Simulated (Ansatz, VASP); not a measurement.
# TcSn: VASP beside Ansatz

Wanted: the spread between two codes on one cell, functional and k mesh. The cell is generated by rule, not measured, and may not be a known phase. Of the first pair: The two relaxations start from unlike cells of this crystal (the structure described is Ansatz's start), so only their ends are compared.

Calculated with Ansatz 0.2.0; plane waves, with VASP 6.6.1 beside it; relaxation of cell and atoms at PBEsol.

## 1. The starting structure

The structure is cubic, space group Pm-3m (No. 221). Conventional cell: a = 2.958 Å, b = 2.958 Å, c = 2.958 Å, α = 90.00°, β = 90.00°, γ = 90.00°. Sn has 8 Tc at 2.56 Å nearest. Tc has 8 Sn at 2.56 Å nearest. Farther neighbours are not listed.

## 2. Ansatz: relaxation of cell and atoms, PBEsol, pair 1

Ansatz runs on its default PAW (the set named soft_2) files.

The relaxed volume is the usual yardstick between codes: in a stiff, nearly cubic crystal its relative difference is about their pressure difference at one cell divided by the bulk modulus.

input.yaml

```yaml
crystal:
  lattice:
    - [2.95821, 0.0, 0.0]
    - [0.0, 2.95821, 0.0]
    - [0.0, 0.0, 2.95821]
  atoms:
    - { symbol: Sn, position: [0.0, 0.0, 0.0] }
    - { symbol: Tc, position: [0.5, 0.5, 0.5] }
kpoints:
  mp_grid: { grid: [6, 6, 6] }
hamiltonian:
  xc: pbesol
scf:
  occupations: { method: gaussian, width: 0.1 }
output:
  forces: true
  stress: true
  eigenvalues: true
relax:
  adjacent_minimum: "off"
  f_tol: 0.05
  max_steps: 80
  cell: { stress_tol: 0.5 }
```

Launch:

```bash
$ ansatz run input.yaml --threads 4 --pin off --max-ram 8192MiB --backend cpu --events-out ev --progress --plain --runs-dir out
```

Numbers of over 12 decimals in the logs are rounded to 6 here.

What it wrote:

```text
The last accepted step is kept in <dir> (removed where the run ends without a failure and the disk answers)
Engine: ansatz 0.2.0, aarch64-unknown-linux-gnu
Pseudopotentials: kind: paw
Pseudopotential: Sn, paw, valence charge 14, recommended cutoff 420 eV (normal), Sn.paw.azcp
Pseudopotential: Tc, paw, valence charge 15, recommended cutoff 500 eV (normal), Tc.paw.azcp
Functional definition: PBEsol
  exchange = pbesol_x
  correlation = pbesol_c
Crystal: 2 atoms, lattice volume = 25.887 Å³
Basis set: ecut = 500 eV, 691 PW (Γ), exchange–correlation on 48×48×48 points (8 copies of the dense FFT grid, shifted against one another)
Bands: 19, of which v1, the nominal top of the filled ones, is band 15 counted from 1 (14 counted from 0)
Symmetry: 48 space group operations
Space group: Pm-3m (ITA 221), of the structure as read, at distance tolerance 3.0e-5 Å
k-points: 20 of 216
Non-local potential: Sn, projectors of the file, l = 0: 2, l = 1: 2, l = 2: 2, l = 3: 2
Non-local potential: Tc, projectors of the file, l = 0: 3, l = 1: 3, l = 2: 2, l = 3: 2
PAW form: soft (Blöchl's): semilocal exchange-correlation on the pseudo side does not see the compensation charge
PAW frozen core: Sn, regenerated for the run's functional, and the local potential with it (the file was generated under x = pbe(κ = 0.804, μ = 0.219515), c = pbe(β = 0.066725))
PAW frozen core: Tc, regenerated for the run's functional, and the local potential with it (the file was generated under x = pbe(κ = 0.804, μ = 0.219515), c = pbe(β = 0.066725))
PAW one-centre angular grid: Sn, 590 points (default); XC on 64 Gauss nodes
PAW one-centre angular grid: Tc, 590 points (default); XC on 64 Gauss nodes
Initial density: superposition of atomic densities (chi_scale 0.1, normalization cell, long waves kept (reshape's long-wave potential 0.00 eV rms))
Initial wavefunctions: pseudopotential atomic-orbital guess
Functional: x = pbesol(κ = 0.804, μ = 0.123457), c = pbesol(β = 0.046)
SCF iter   1: F=—  HF=-11286.249266 eV  |F-HF|=—  |Δ(HF+E_count)|=         —  Δρ=7.25e-2  dr2=2.31e0  ethr=3.10e-3  ⟨swp⟩=5.2  Hψ=1856  notcnv=0
preconditioner: auto → none  [metal: Δε(μ)=0.060 eV  Ē_g=17.300 eV  σ=0.100 eV  W_gap=0.33  n_scr=6 (ndim 8)  ℏωp=33.4 eV  f_vac=0.000  D(μ)=2.00/eV (n_scr^D=26)  sad-step TF]
SCF iter   2: F=—  HF=-11285.879820 eV  |F-HF|=—  |Δ(HF+E_count)|=   3.69e-1  Δρ=5.36e-2  dr2=1.28e0  ethr=3.10e-3  ⟨swp⟩=2.0  Hψ=634  notcnv=0  defer=4
SCF iter   3: F=—  HF=-11285.496977 eV  |F-HF|=—  |Δ(HF+E_count)|=   3.83e-1  Δρ=1.19e-2  dr2=2.23e-2  ethr=3.10e-3  ⟨swp⟩=2.5  Hψ=579  notcnv=0  defer=4
SCF iter   4: F=—  HF=-11285.486181 eV  |F-HF|=—  |Δ(HF+E_count)|=   1.08e-2  Δρ=1.64e-3  dr2=2.24e-4  ethr=7.70e-5  ⟨swp⟩=2.0  Hψ=798  notcnv=0  defer=5
SCF iter   5: F=—  HF=-11285.485699 eV  |F-HF|=—  |Δ(HF+E_count)|=   4.81e-4  Δρ=3.88e-4  dr2=1.37e-5  ethr=7.72e-7  ⟨swp⟩=2.0  Hψ=631  notcnv=0  defer=5
SCF iter   6: F=—  HF=-11285.485675 eV  |F-HF|=—  |Δ(HF+E_count)|=   2.45e-5  Δρ=1.06e-4  dr2=2.45e-6  ethr=4.71e-8  ⟨swp⟩=2.0  Hψ=574  notcnv=0  defer=5
SCF iter   7: F=-11285.485674 eV  HF=-11285.485674 eV  |F-HF|=1.56e-9  |Δ(HF+E_count)|=   4.03e-7  Δρ=7.72e-6  dr2=3.83e-9  ethr=3.45e-10  ⟨swp⟩=4.8  Hψ=1810  notcnv=0
SCF 1 converged in 7 iterations: F = -11285.485674 eV  dr2 = 3.83e-9
  greatest PAW one-centre occupation: 0.993 electrons in one spin orbital (limit 2), on the Sn atom at site 0 (counted from 0), in its partial waves of l = 2
relax step   1: F+E_penalty+E_count = -11285.48567440 eV  Δ(F+E_penalty+E_count) = +0.000e0 eV  max|allowed force component| = 1.348e-29 eV/Å  Δτ_max = 0.0000 Å  P = +88.927 GPa  Ω = 25.887 Å³  (7 SCF iters, dr2 threshold 1.00e-7 eV, accepted)
[...]
relax step   5: F+E_penalty+E_count = -11287.12837627 eV  Δ(F+E_penalty+E_count) = -1.874e-2 eV  max|allowed force component| = 1.045e-29 eV/Å  Δτ_max = 0.0000 Å  P = +0.779 GPa  Ω = 33.248 Å³  stress off target by 7.79e-1 GPa  SCF on the basis re-selected at this cell (its energy is not comparable with the rows above)  (6 SCF iters)
[...]
relax step   6: F+E_penalty+E_count = -11287.12867563 eV  Δ(F+E_penalty+E_count) = -2.994e-4 eV  max|allowed force component| = 2.156e-29 eV/Å  Δτ_max = 0.0000 Å  P = +0.045 GPa  Ω = 33.373 Å³  energy of the carried Pulay correction = -2.064e-5 eV  (6 SCF iters, dr2 threshold 2.00e-7 eV, accepted)
[...]
relax step   7: F+E_penalty+E_count = -11287.12869049 eV  Δ(F+E_penalty+E_count) = -1.486e-5 eV  max|allowed force component| = 3.944e-30 eV/Å  Δτ_max = 0.0000 Å  P = +0.045 GPa  Ω = 33.373 Å³  stress off target by 4.52e-2 GPa  SCF on the basis re-selected at this cell (its energy is not comparable with the rows above)  (6 SCF iters)
basis re-selected at this cell: Δ(F+E_penalty+E_count) = -1.486e-5 eV, ΔP = -0.000 GPa vs the last step (what re-selecting the basis moved, of the pressure what is left beyond the Pulay correction that the steps carried, after the strain that the cell walked since its last selection, with what the two solves' SCF thresholds leave and, on support functions, any second-order correction that the steps lacked; it is no m [...]
SCF converged after 6 iterations
Free energy (F): -11287.128690 eV
Harris-Foulkes:  -11287.128690 eV  (|F-HF|=0.00e0)
Internal energy: -11287.110236 eV  (E = F + TS)
E sigma→0 (E₀):  -11287.119463 eV
Entropy (-TS):   -0.018455 eV (-9.227 meV/atom)
Fermi energy:    18.734444 eV
--- Per-component energies (eV) ---
  E_band       = -66.354786
  E_kinetic    = 818.120580
  E_local      = -1798.507002  (includes V_loc(G=0)·N_el)
  E_nonlocal   = 258.944562
  E_hartree    = 765.581021
  E_xc         = -617.933389
  E_vxc        = -392.481299  (∫ρ·V_xc dr)
  E_paw        = -7289.406784  (= ΣΔE_a)
  E_vpaw       = -483.593653  (= ΣTr[D̂ρ^β])
  E_aug_tail   = -0.000014  (compensation charges beyond the density's cutoff)
  E_ewald      = -3424.420894
  E_core_change = 0.511684  (= ΣΔE_core)
  E_smearing   = -0.018455  (= −TS)
  E_closure    = -0.000000  (closes the sum)
  Σ components = -11287.128690   (vs F -11287.128690, Δ=0.00e0)
--- Forces (eV/Å), atoms counted from 1 ---
  atom   1  Sn     0.00000000    -0.00000000     0.00000000
  atom   2  Tc     0.00000000    -0.00000000     0.00000000
  max |Σ_I F_I| component: 8.94e-30 eV/Å
--- Stress (GPa, compression-positive) ---
        0.045199      -0.000000      -0.000000
       -0.000000       0.045199      -0.000000
       -0.000000      -0.000000       0.045199
  P = ⅓ Tr σ = 0.0452 GPa (0.452 kbar)
--- Band table (eV; the first three rows and the last of 20) ---
  k-point 0: bands = [... 11 lower, 15.9516, 19.1322, 19.1322, 19.1322, 21.8815, 21.8815, 21.8815, 28.3606]
  k-point 1: bands = [... 11 lower, 16.0210, 18.2670, 18.2670, 19.1213, 20.4754, 23.2405, 23.2405, 28.8407]
  k-point 2: bands = [... 11 lower, 16.1687, 17.2637, 17.2637, 19.0993, 20.0746, 25.7678, 25.7678, 27.3720]
  k-point 19: bands = [... 11 lower, 13.6791, 15.7766, 20.3518, 20.3518, 22.5688, 22.5688, 22.5688, 25.1177]
--- Relaxed structure (5 steps of the walk, 5 accepted, 2 SCFs on fresh bases) ---
  F+E_penalty+E_count = -11287.12869049 eV   max|allowed force component| = 3.944e-30 eV/Å   (the final SCF, on the basis selected at the relaxed cell)
  cell:  # Å, volume = 33.3732 Å³
    - [3.219581, 0, 0]
    - [0, 3.219581, 0]
    - [0, 0, 3.219581]
  atoms:
    - { symbol: Sn, position: [0, 0, 0] }
    - { symbol: Tc, position: [0.500000, 0.500000, 0.500000] }
```

## 3. VASP: relaxation of cell and atoms, PBEsol, pair 1

Its own start cell and the same functional, mesh and smearing now go to VASP, with its own data sets.

Lines of VASP's logs that name or quote its potential files are left out, and so is its time.

INCAR

```
SYSTEM = TcSn
PREC = Accurate
ENCUT = 500
EDIFF = 1E-07
NELM = 120
ISMEAR = 0
SIGMA = 0.1
LREAL = .FALSE.
ALGO = Normal
GGA = PS
NBANDS = 19
LASPH = .TRUE.
LORBIT = 11
LWAVE = .FALSE.
LCHARG = .FALSE.
ISIF = 3
IBRION = 2
NSW = 80
EDIFFG = -0.005
GGA_COMPAT = .FALSE.
NELMIN = 4
KPAR = 2
```

POSCAR

```
TcSn
1.0
    3.2176007299      0.0000000000      0.0000000000
    0.0000000000      3.2176007299      0.0000000000
    0.0000000000      0.0000000000      3.2176007299
Sn Tc
1 1
Direct
    0.0000000000      0.0000000000      0.0000000000
    0.5000000000      0.5000000000      0.5000000000
```

KPOINTS

```
Automatic mesh
0
Gamma
6 6 6
0 0 0
```

Potentials, in the order of the species: Sn_d and Tc_pv (PBE family, release 64).

Launch:

```bash
$ mpirun -np 2 vasp_std
```

What it wrote:

```text
[banner, memory and clock lines left out]
running    2 mpi-ranks, on    1 nodes
 distrk:  each k-point on    1 cores,    2 groups
 distr:  one band on    1 cores,    1 groups

 POSCAR found type information on POSCAR SnTc
 POSCAR found :  2 types and       2 ions
|                                                                             |
|               ----> ADVICE to this user running VASP <----                  |
|                                                                             |
|     You enforced a specific xc type in the INCAR file but a different       |
|     [... a line on the potential file left out ...]
|     I HOPE YOU KNOW WHAT YOU ARE DOING!                                     |
|                                                                             |

 LDA part: xc-table for (Slater+PW92), standard interpolation
 POSCAR, INCAR and KPOINTS ok, starting setup
 FFT: planning ... GRIDC
 FFT: planning ... GRID_SOFT
 FFT: planning ... GRID
 WAVECAR not read
 entering main loop
       N       E                     dE             d eps       ncg     rms          rms(c)
DAV:   1     0.276148880129E+03    0.27615E+03   -0.14609E+04   827   0.213E+03
DAV:   2     0.134391801651E+01   -0.27480E+03   -0.26895E+03   787   0.501E+02
DAV:   3    -0.154085187799E+02   -0.16752E+02   -0.16419E+02   807   0.123E+02
DAV:   4    -0.157826187950E+02   -0.37410E+00   -0.37271E+00   849   0.186E+01
DAV:   5    -0.157941536593E+02   -0.11535E-01   -0.11534E-01   961   0.335E+00    0.150E+01
DAV:   6    -0.153074323017E+02    0.48672E+00   -0.32974E+00   802   0.128E+01    0.394E+00
DAV:   7    -0.152049816537E+02    0.10245E+00   -0.49001E-01   911   0.697E+00    0.373E+00
DAV:   8    -0.151765902545E+02    0.28391E-01   -0.80561E-02   984   0.325E+00    0.222E-01
DAV:   9    -0.151752448784E+02    0.13454E-02   -0.42171E-03   990   0.102E+00    0.114E-01
DAV:  10    -0.151750903644E+02    0.15451E-03   -0.31970E-04   856   0.222E-01    0.281E-02
DAV:  11    -0.151750878964E+02    0.24680E-05   -0.10944E-05   850   0.290E-02    0.651E-03
DAV:  12    -0.151750880690E+02   -0.17263E-06   -0.14732E-06   854   0.118E-02    0.207E-03
DAV:  13    -0.151750879704E+02    0.98594E-07   -0.49240E-08   440   0.310E-03
   1 F= -.15175088E+02 E0= -.15165866E+02  d E =-.151751E+02
 curvature:   0.00 expect dE= 0.000E+00 dE for cont linesearch  0.000E+00
 trial: gam= 0.00000 g(F)=  0.000E+00 g(S)=  0.276E-03 ort = 0.000E+00 (trialstep = 0.100E+01)
 search vector abs. value=  0.276E-03
 bond charge predicted
       N       E                     dE             d eps       ncg     rms          rms(c)
DAV:   1    -0.151830157738E+02   -0.79277E-02   -0.16128E-01   963   0.580E+00    0.787E-01
DAV:   2    -0.151763469569E+02    0.66688E-02   -0.43131E-02   790   0.175E+00    0.282E-01
DAV:   3    -0.151751754060E+02    0.11716E-02   -0.43429E-03   945   0.687E-01    0.882E-02
DAV:   4    -0.151749704724E+02    0.20493E-03   -0.73980E-04   929   0.439E-01    0.370E-02
DAV:   5    -0.151749605442E+02    0.99283E-05   -0.51466E-05   820   0.805E-02    0.124E-02
DAV:   6    -0.151749590275E+02    0.15166E-05   -0.48607E-06  1087   0.197E-02    0.317E-03
DAV:   7    -0.151749584049E+02    0.62263E-06   -0.34101E-07   632   0.583E-03    0.292E-04
DAV:   8    -0.151749584698E+02   -0.64844E-07   -0.35495E-08   395   0.226E-03
   2 F= -.15174958E+02 E0= -.15165753E+02  d E =0.129501E-03
 trial-energy change:    0.000130  1 .order    0.000127   -0.000276    0.000531
 step:   0.3386(harm=  0.3420)  dis= 0.00000  next Energy=   -15.175135 (dE=-0.466E-04)
 bond charge predicted
       N       E                     dE             d eps       ncg     rms          rms(c)
DAV:   1    -0.151786397946E+02   -0.36814E-02   -0.70149E-02   963   0.380E+00    0.522E-01
DAV:   2    -0.151757004494E+02    0.29393E-02   -0.18301E-02   790   0.115E+00    0.183E-01
DAV:   3    -0.151752157423E+02    0.48471E-03   -0.17909E-03   945   0.449E-01    0.583E-02
DAV:   4    -0.151751328459E+02    0.82896E-04   -0.32015E-04   929   0.289E-01    0.257E-02
DAV:   5    -0.151751345358E+02   -0.16899E-05   -0.21910E-05   817   0.520E-02    0.769E-03
DAV:   6    -0.151751348400E+02   -0.30416E-06   -0.17311E-06   956   0.120E-02    0.208E-03
DAV:   7    -0.151751352691E+02   -0.42914E-06   -0.12858E-07   508   0.365E-03    0.185E-04
DAV:   8    -0.151751352319E+02    0.37250E-07   -0.21232E-08   380   0.165E-03
   3 F= -.15175135E+02 E0= -.15165919E+02  d E =-.472614E-04
 curvature:  -0.17 expect dE=-0.395E-07 dE for cont linesearch -0.395E-07
 trial: gam=-0.02809 g(F)=  0.178E-65 g(S)=  0.231E-06 ort = 0.798E-05 (trialstep = 0.868E+00)
 search vector abs. value=  0.293E-09
 reached required accuracy - stopping structural energy minimisation
```

Parts of OUTCAR (step 3):

```text
ion  position               nearest neighbor table
   1  0.000  0.000  0.000-   2 2.79   2 2.79   2 2.79   2 2.79   2 2.79   2 2.79   2 2.79   2 2.79

  LATTYP: Found a simple cubic cell.
 ALAT       =     3.2176007299

 Subroutine GETGRP returns: Found 48 space group operations
 (whereof 48 operations were pure point group operations)

The static configuration has the point symmetry O_h .

 Found     20 irreducible k-points:

   k-points           NKPTS =     20   k-points in BZ     NKDIM =     20   number of bands    NBANDS=     19

   dimension x,y,z NGX =    24 NGY =   24 NGZ =   24
   dimension x,y,z NGXF=    48 NGYF=   48 NGZF=   48

   ENCUT  =  500.0 eV  36.75 Ry    6.06 a.u.   5.87  5.87  5.87*2*pi/ulx,y,z

   NELECT =      27.0000    total number of electrons

 k-points in reciprocal lattice and weights: Automatic mesh
   0.00000000  0.00000000  0.00000000       0.005
   0.16666667  0.00000000  0.00000000       0.028
   0.33333333  0.00000000  0.00000000       0.028
   0.50000000  0.00000000  0.00000000       0.014
   0.16666667  0.16666667  0.00000000       0.056
   0.33333333  0.16666667  0.00000000       0.111
   0.50000000  0.16666667  0.00000000       0.056
   0.33333333  0.33333333  0.00000000       0.056
   0.50000000  0.33333333  0.00000000       0.056
[...]
0.50000000  0.50000000  0.33333333       0.028
   0.50000000  0.50000000  0.50000000       0.005

 average (electrostatic) potential at core
       1 -94.1060       2 -66.6770

 E-fermi :  12.3200

 k-point     1 :       0.0000    0.0000    0.0000
  band No.  band energies     occupation
    ...
      7      -8.6933      2.00000
      8      -8.6933      2.00000
      9       0.6884      2.00000
     10       9.5390      2.00000
     11       9.5390      2.00000
     12      12.7185      0.00000
     13      12.7185      0.00000
     14      12.7185      0.00000
     15      15.4662      0.00000
     16      15.4662      0.00000
    ...

 k-point     2 :       0.1667    0.0000    0.0000
  band No.  band energies     occupation
    ...
      9       1.1533      2.00000
     10       9.2970      2.00000
     11       9.6081      2.00000
     12      11.8528      2.00000
     13      11.8528      2.00000
     14      12.7073      0.00000
     15      14.0595      0.00000
     16      16.8264      0.00000
     17      16.8264      0.00000
     18      22.4541      0.00000
    ...

 k-point     3 :       0.3333    0.0000    0.0000
  band No.  band energies     occupation
    ...
      9       2.4769      2.00000
     10       7.5618      2.00000
     11       9.7552      2.00000
     12      10.8495      2.00000
     13      10.8495      2.00000
     14      12.6846      0.00000
     15      13.6590      0.00000
     16      19.3564      0.00000
     17      19.3564      0.00000
     18      20.9837      0.00000
    ...

  Total        0.0017860      0.0017860      0.0017860      0.0000000      0.0000000     -0.0000000
  in kB        0.0857684      0.0857684      0.0857684      0.0000000      0.0000000     -0.0000000
  external PRESSURE =       0.0857684 kB  Pullay stress =       0.0000000 kB

  energy-cutoff  :      500.00
  volume of cell :       33.36
      direct lattice vectors                 reciprocal lattice vectors
     3.219223229  0.000000000  0.000000000     0.310633941 -0.000000000  0.000000000
     0.000000000  3.219223229  0.000000000    -0.000000000  0.310633941  0.000000000
    -0.000000000 -0.000000000  3.219223229    -0.000000000 -0.000000000  0.310633941

 POSITION                                       TOTAL-FORCE (eV/Angst)
 -----------------------------------------------------------------------------------
      0.00000      0.00000      0.00000        -0.000000      0.000000      0.000000
      1.60961      1.60961      1.60961         0.000000     -0.000000      0.000000
 -----------------------------------------------------------------------------------
    total drift:                                0.000000      0.000000     -0.000000

  FREE ENERGIE OF THE ION-ELECTRON SYSTEM (eV)
  ---------------------------------------------------
  free  energy   TOTEN  =       -15.1751352319 eV

  energy  without entropy=      -15.1567035567  energy(sigma->0) =      -15.16591939

 reached required accuracy - stopping structural energy minimisation

 total charge
# of ion       s       p       d       tot
------------------------------------------
    1        1.079   1.309  10.121  12.509
    2        0.324   6.329   5.336  11.989
--------------------------------------------------
tot          1.404   7.638  15.457  24.499

[... 3 further parts left out ...]
```

CONTCAR:

```
TcSn
   1.00000000000000
     3.2192232286180777    0.0000000000000000    0.0000000000000000
     0.0000000000000000    3.2192232286180777    0.0000000000000000
    -0.0000000000000000   -0.0000000000000000    3.2192232286180777
  Sn              Tc
     1     1
Direct
     0.0000000000000000    0.0000000000000000    0.0000000000000000
     0.5000000000000000    0.5000000000000000    0.5000000000000000
```

This run has no spin polarisation. Its electron count is odd, so without a moment it is a metal by construction. The k-mesh is coarse for a metal. The PAW data sets were made with PBE, which is usual practice but a small mismatch for other functionals. The run keeps the 48 symmetry operations of its start, so it cannot find a distortion of lower symmetry.

## 4. Differences

Known differences besides the potentials themselves: the data sets hold 29 valence electrons in Ansatz (on its default PAW (the set named soft_2) files) and 27 in VASP; Ansatz makes its cores anew for this functional, VASP keeps those of its PBE data sets; Ansatz adds a Pulay correction to the stress that steers its cell, VASP none. Total energies have different zeros and are not compared.

The two programs side by side:

```
                                         quantity  Ansatz   VASP  difference
                                      volume (Å³)   33.37  33.36     +0.03 %
edge a after relaxation, in the typed setting (Å)   3.220  3.219     +0.01 %
```

(Part 1 of 2 ends here.)

[Lines on the potential files, build, host, timing and source positions are cut from VASP's logs without a mark.]

[Logs are printed without paths, hosts, clocks, repeated set-up lines and the standing remarks that a program may print on its own settings, such as how far it seeks lower states.]

[Hosts, paths, dates, database ids (printed as entryN), source tags and the programs' standing remarks are cut or masked in the printed files.]
